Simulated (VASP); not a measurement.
A convergence study with VASP on W (bcc): one setting is varied, all else stays as given below, so the limit is that of these other settings. Each run relaxes cell and ions from the cell shown.

```xyz
1
Lattice="-1.5800 1.5800 1.5800 1.5800 -1.5800 1.5800 1.5800 1.5800 -1.5800" Properties=species:S:1:pos:R:3 pbc="T T T"
W      0.0000     0.0000     0.0000
```

Calculation: PBEsol GGA, VASP's PBE PAW potentials (set 64) (plane waves; VASP). The tightest run used: 550 eV cut-off, 21×21×21 Γ-centred mesh, first-order Methfessel-Paxton smearing of 0.10 eV, potentials W_sv.

### Question
The settings run are 2×2×2 mesh; 3×3×3 mesh; 4×4×4 mesh; 5×5×5 mesh; 6×6×6 mesh; 7×7×7 mesh; 8×8×8 mesh; 9×9×9 mesh; 10×10×10 mesh; 11×11×11 mesh; 12×12×12 mesh; 13×13×13 mesh; 15×15×15 mesh; 16×16×16 mesh; 17×17×17 mesh; 18×18×18 mesh; 19×19×19 mesh; 20×20×20 mesh; 21×21×21 mesh. From which on does the relaxed volume stay within 0.05 Å³/atom of the tightest run?

### Answer
From 8×8×8 mesh on: it is off by 0.024 there and by no more than 0.05 in any finer run, while 7×7×7 mesh is off by 0.067.
```csv
setting,relaxed volume (Å³/atom),E (eV/atom),irreducible k-points,difference judged (Å³/atom)
2×2×2 mesh,16.294,-13.0804,3,0.572
3×3×3 mesh,16.140,-13.3741,4,0.418
4×4×4 mesh,15.672,-13.6495,8,0.050
5×5×5 mesh,15.718,-13.8531,10,0.004
6×6×6 mesh,15.630,-13.8570,16,0.091
7×7×7 mesh,15.789,-13.7341,20,0.067
8×8×8 mesh,15.745,-13.8045,29,0.024
9×9×9 mesh,15.711,-13.8146,35,0.011
10×10×10 mesh,15.735,-13.7984,47,0.013
11×11×11 mesh,15.730,-13.7825,56,0.008
12×12×12 mesh,15.733,-13.8039,72,0.011
13×13×13 mesh,15.708,-13.8195,84,0.013
15×15×15 mesh,15.736,-13.8036,120,0.015
16×16×16 mesh,15.705,-13.8080,145,0.017
17×17×17 mesh,15.725,-13.8042,165,0.003
18×18×18 mesh,15.724,-13.7998,195,0.002
19×19×19 mesh,15.709,-13.8072,220,0.013
20×20×20 mesh,15.723,-13.8093,256,0.001
21×21×21 mesh,15.722,-13.8013,286,0.000
```

Left out are rungs that failed or repeat a setting and relaxations that didn't move; long series are thinned to 24 rows.

The compound is W in the bcc structure.
